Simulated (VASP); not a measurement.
These are LDA (Ceperley-Alder, Perdew-Zunger), VASP's LDA PAW potentials (set 64) (plane waves; VASP 6.6.1) values and carry that method's errors.

Input for VASP

### POSCAR
```
Ge
1
    0.0000000000     2.7140512370     2.7140512370
    2.7140512370     0.0000000000     2.7140512370
    2.7140512370     2.7140512370     0.0000000000
Ge
2
Direct
  0.0000000000   1.0000000000   0.0000000000
  0.2500000000   0.2500000000   0.2500000000
```

**KPOINTS**
```
Automatic mesh
0
Gamma
8 8 8
0 0 0
```

**INCAR**
```
! general
SYSTEM =Ge
PREC   =Accurate
ENCUT  =500
LREAL  =.FALSE.
LASPH  =.TRUE.

! electronic loop
EDIFF  =1E-6
NELM   =100
ALGO   =Normal
LMAXMIX=4

! smearing
ISMEAR =0
SIGMA  =0.05

! ions
IBRION =2
NSW    =40
ISIF   =3
EDIFFG =-0.02
PSTRESS=100

! output
LWAVE  =.FALSE.
LCHARG =.FALSE.
```

POTCAR, in this order: Ge_d (LDA.64 set). Program: vasp_std.

### Question
What will the output report for the number of irreducible k-points (NKPTS), largest plane-wave count, number of space-group operations, FFT grid (NGX, NGY, NGZ)?

### Answer

| Property | Result |
|---|---|
| number of irreducible k-points (NKPTS) | 29 |
| largest plane-wave count | 1036 |
| number of space-group operations | 48 |
| FFT grid (NGX, NGY, NGZ) | 28 × 28 × 28 |

The compound is Ge in the diamond structure. It was relaxed first under an external pressure of 10 GPa.
